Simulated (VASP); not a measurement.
Input:

```
Cu3Si
1.0
   -1.78806     1.78806     3.59875
    1.78806    -1.78806     3.59875
    1.78806     1.78806    -3.59875
Si Cu
1 3
Direct
  0.00000   0.00000   0.00000
  0.75000   0.25000   0.50000
  0.25000   0.75000   0.50000
  0.50000   0.50000   0.00000
```

Method: PBEsol GGA, VASP's PBE PAW potentials (set 64) (plane waves; VASP). Run with 400 eV cut-off, 13×13×13 Γ-centred mesh, tetrahedra with Blöchl corrections, potentials Si Cu.

The cores are frozen, which limits the accuracy of field gradients.

Problem. Give the principal components of the electric field gradient (V/Å²) and the asymmetry η at each nucleus.

Solution. 
| atom | Vxx | Vyy | Vzz | η |
|---|---|---|---|---|
| Si1 | -4.1 | -4.1 | 8.3 | 0.00 |
| Cu2 | -5.8 | -5.8 | 11.6 | 0.00 |
| Cu3 | -5.8 | -5.8 | 11.6 | 0.00 |
| Cu4 | 10.0 | 10.0 | -20.1 | 0.00 |

The structure comes from a computed database's Cu3Si entry (I4/mmm); how it stands against other phases isn't given here. It was relaxed first.
